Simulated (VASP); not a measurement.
Output of a VASP run:

OSZICAR:
```
       N       E                     dE             d eps       ncg     rms          rms(c)
DAV:   1     0.198681226652E+03    0.19868E+03   -0.12586E+04 19080   0.154E+03
DAV:   2    -0.144809107816E+02   -0.21316E+03   -0.21169E+03 19584   0.455E+02
DAV:   3    -0.214079432113E+02   -0.69270E+01   -0.67972E+01 24960   0.931E+01
DAV:   4    -0.215000925912E+02   -0.92149E-01   -0.92082E-01 22408   0.110E+01
DAV:   5    -0.215021309952E+02   -0.20384E-02   -0.20384E-02 26328   0.127E+00    0.189E+01
DAV:   6    -0.186300170311E+02    0.28721E+01   -0.18394E+01 21184   0.514E+01    0.456E+00
DAV:   7    -0.186548852410E+02   -0.24868E-01   -0.33483E-01 21184   0.670E+00    0.294E+00
DAV:   8    -0.186554307730E+02   -0.54553E-03   -0.23559E-02 28736   0.207E+00    0.116E+00
DAV:   9    -0.186551558024E+02    0.27497E-03   -0.97248E-02 24736   0.271E+00    0.313E-01
DAV:  10    -0.186581728900E+02   -0.30171E-02   -0.22119E-02 20544   0.837E-01    0.307E-01
DAV:  11    -0.186596473927E+02   -0.14745E-02   -0.11909E-02 24088   0.837E-01    0.228E-01
DAV:  12    -0.186614092583E+02   -0.17619E-02   -0.47403E-02 24832   0.176E+00    0.107E-01
DAV:  13    -0.186619113079E+02   -0.50205E-03   -0.13430E-02 23840   0.969E-01    0.625E-02
DAV:  14    -0.186620775337E+02   -0.16623E-03   -0.49772E-03 23888   0.582E-01    0.250E-02
DAV:  15    -0.186621124188E+02   -0.34885E-04   -0.34459E-04 22504   0.163E-01    0.110E-02
DAV:  16    -0.186621160864E+02   -0.36676E-05   -0.13813E-05 22496   0.313E-02    0.416E-03
DAV:  17    -0.186621163101E+02   -0.22373E-06   -0.28573E-06 12264   0.114E-02
   1 F= -.18662116E+02 E0= -.18662074E+02  d E =-.128088E-03  mag=    -0.0000
```

**OUTCAR**
```
------------------------ aborting loop because EDIFF is reached ----------------------------------------
  FORCE on cell =-STRESS in cart. coord.  units (eV):
  Direction    XX          YY          ZZ          XY          YZ          ZX
  --------------------------------------------------------------------------------------
  Total        0.2342292     -1.1445002     -0.0119746      0.0000000      0.0000000      0.0000000
  in kB       16.0896271    -78.6177998     -0.8225545      0.0000000      0.0000000      0.0000000
  external PRESSURE =     -21.1169091 kB  Pullay stress =       0.0000000 kB
  volume of cell :       23.32
      direct lattice vectors                 reciprocal lattice vectors
     2.815487000  0.000000000  0.000000000     0.355178340  0.000000000  0.000000000
     0.000000000  2.926472000  0.000000000     0.000000000  0.341708378  0.000000000
     0.000000000  0.000000000  2.830790000     0.000000000  0.000000000  0.353258278
 POSITION                                       TOTAL-FORCE (eV/Angst)
 -----------------------------------------------------------------------------------
      0.00000      0.00000      0.00000         0.117824      0.000000      0.000000
      1.43461      1.46324      1.41539        -0.117824      0.000000      0.000000
 -----------------------------------------------------------------------------------
    total drift:                                0.000005     -0.000000      0.000012
  FREE ENERGIE OF THE ION-ELECTRON SYSTEM (eV)
  ---------------------------------------------------
  free  energy   TOTEN  =       -18.6621163101 eV

  energy  without entropy=      -18.6619882219  energy(sigma->0) =      -18.66207361

 total charge

# of ion       s       p       d       tot
------------------------------------------
    1        0.436   6.389   4.219  11.044
    2        0.436   6.389   4.219  11.044
--------------------------------------------------
tot          0.872  12.778   8.439  22.088

 magnetization (x)

# of ion       s       p       d       tot
------------------------------------------
    1        0.000   0.000   0.001   0.001
    2       -0.000  -0.000  -0.001  -0.001
--------------------------------------------------
tot          0.000   0.000   0.000   0.000
```
(Selected blocks of OUTCAR.)

POSCAR:
```
Cr
1
    2.8154870000     0.0000000000     0.0000000000
    0.0000000000     2.9264720000     0.0000000000
    0.0000000000     0.0000000000     2.8307900000
Cr
2
Direct
  0.0000000000   0.0000000000   0.0000000000
  0.5095430000   0.5000000000   0.5000000000
```

Problem. Reconstruct the remaining input files.

Solution. This is not unique; one that fits is the input of the run itself, PBE GGA, plane waves, VASP's PBE PAW potentials (set 64).

KPOINTS:
```
Automatic mesh
0
Gamma
12 11 12
0 0 0
```

**INCAR**
```
SYSTEM = Cr
PREC = Accurate
ENCUT = 400
EDIFF = 1E-6
NELM = 100
ALGO = Normal
LREAL = .FALSE.
LASPH = .TRUE.
ISMEAR = 1
SIGMA = 0.1
GGA = PE
LMAXMIX = 4
ISPIN = 2
MAGMOM = 1.5 -1.5
LORBIT = 10
LWAVE = .FALSE.
LCHARG = .FALSE.
ISIF = 2
NUPDOWN = 1
```

POTCAR, in this order: Cr_pv (PBE.64 set). Program: vasp_std.

The compound is Cr in the bcc, AFM order structure. The cell was not relaxed at this level. The run is one of a series of settings (NUPDOWN = 1 against the base run), some of them coarse on purpose. VASP warned that the highest band is occupied, so more bands are needed.
